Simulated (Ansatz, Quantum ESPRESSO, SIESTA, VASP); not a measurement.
Code comparison for Ba3ZnN2O (P1, 7 atoms in the cell)

Self-consistent single point, at a second geometry (atoms moved at random). First geometry:

```
CELL_PARAMETERS angstrom
      4.09084     0.00000     0.00000
      0.00000     4.09084     0.00000
      0.00000     0.00000     9.16087
ATOMIC_POSITIONS crystal
  Ba 0.00000 0.00000 0.21788
  Ba 0.00000 0.00000 0.78212
  Ba 0.50000 0.50000 0.50000
  Zn 0.50000 0.50000 0.00000
  N  0.50000 0.50000 0.80054
  N  0.50000 0.50000 0.19946
  O  0.00000 0.00000 0.50000
```

Second geometry:
```xyz
7
Lattice="4.0908 0.0000 0.0000 0.0000 4.0908 0.0000 0.0000 0.0000 9.1609" Properties=species:S:1:pos:R:3 pbc="T T T"
Ba     0.0124     0.0544     1.9706
Ba     0.0267    -0.0567     7.1505
Ba     2.0466     2.0468     4.5937
Zn     2.0526     1.9736    -0.0207
N      2.0229     2.0159     7.3690
N      2.0566     2.1117     1.8241
O     -0.0361     0.0361     4.5954
```

Shared settings, as Ansatz (an electronic-structure program) writes them: kpoints.mp_grid.grid = 6 6 3; scf.occupations.method = fermi_dirac; scf.occupations.width = 0.0015 Ry. Potentials and cutoffs stand in the table.

```json
[
 {"code": "Ansatz", "model": "PBEsol, PAW files made with PBE", "ΔF from the first geometry (meV/atom)": "8.6", "pressure (GPa)": "-1.44", "largest force (eV/Å)": "1.312", "gap on the mesh (eV)": "0.598", "cutoff": "default"},
 {"code": "Quantum ESPRESSO", "model": "PBEsol, GBRV 1.5 ultrasoft (PBESOL) pseudopotentials", "ΔF from the first geometry (meV/atom)": "8.8", "pressure (GPa)": "-0.72", "largest force (eV/Å)": "1.334", "gap on the mesh (eV)": "0.584", "cutoff": "50 Ry"},
 {"code": "SIESTA", "model": "GGA PBEsol, numerical atomic orbitals TZP, PseudoDojo PBEsol standard norm-conserving potentials (rewritten from UPF to PSML)", "ΔF from the first geometry (meV/atom)": "10.1", "pressure (GPa)": "2.29", "largest force (eV/Å)": "1.390", "gap on the mesh (eV)": "0.527", "cutoff": "grid 350 Ry"},
 {"code": "VASP", "model": "PBEsol, VASP's PBE PAW potentials (set 64)", "ΔF from the first geometry (meV/atom)": "8.8", "pressure (GPa)": "-1.58", "largest force (eV/Å)": "1.355", "gap on the mesh (eV)": "0.513", "cutoff": "400 eV"}
]
```

Size of the force on each atom (eV/Å): Sizes of forces hide their directions.

```
code                Ba1    Ba2    Ba3    Zn4     N5     N6     O7
----------------  -----  -----  -----  -----  -----  -----  -----
Ansatz            0.236  0.090  0.214  1.312  1.030  0.268  0.039
Quantum ESPRESSO  0.194  0.142  0.215  1.334  1.082  0.245  0.060
SIESTA            0.499  1.024  0.255  1.390  1.302  0.276  0.179
VASP              0.170  0.202  0.219  1.355  1.103  0.241  0.079
```

Gaps are read on the mesh.

The spread over the programs that give each value: ΔF from the first geometry within 1.5 meV/atom; pressure within 3.87 GPa; largest force within 0.078 eV/Å; gap on the mesh within 0.085 eV.

SIESTA uses small atom-centred bases, whose incompleteness enters pressures, forces and empty levels differently from a plane-wave cutoff. Ansatz's pressure is given at a fixed set of plane waves, as the other plane-wave codes print theirs; with its correction for the finite basis it is -1.28 GPa. In the pressure, SIESTA (by 3.73) lies more than 1 GPa from the median of the plane-wave programs. In the force vectors, Ansatz (by 0.081) and SIESTA (by 0.903) lie more than 0.08 eV/Å from the median of the plane-wave programs.

VASP's run is marked for a possible Pulay error in its stress at this cutoff; no cutoff test was made.

The starting cell comes from a database of computed structures (which also holds hypothetical and non-ambient phases and stackings), without a prior relaxation at this level. Its lattice was rescaled by a random factor within 2.5 % of one. For this run, on top of that: atoms moved at random.

Left out of this page: CP2K (not drawn, or without a comparable value).

Keys are those of Ansatz 0.2.
